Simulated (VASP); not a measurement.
Consider the following.

```
CELL_PARAMETERS angstrom
      0.00000     2.43952     2.43952
      2.43952     0.00000     2.43952
      2.43952     2.43952     0.00000
ATOMIC_POSITIONS crystal
  Ca 0.00000 0.00000 0.00000
  O  0.50000 0.50000 0.50000
```

Level of theory: PW91 GGA, VASP's PBE PAW potentials (set 64) (plane waves; VASP 6.6.1). Settings: 520 eV cut-off, 9×9×9 Γ-centred mesh, Gaussian smearing of 0.050 eV, potentials Ca_sv O.

### Question
Give the stress tensor in GPa (positive for a compressed cell).

### Answer

```
-2.97   0.00   0.00
 0.00  -2.97   0.00
 0.00   0.00  -2.97
```
The pressure is its mean diagonal, -2.97 GPa.

The compound is CaO in the rock salt structure. This cell is one point of a volume scan, at 1.03 of the reference volume.
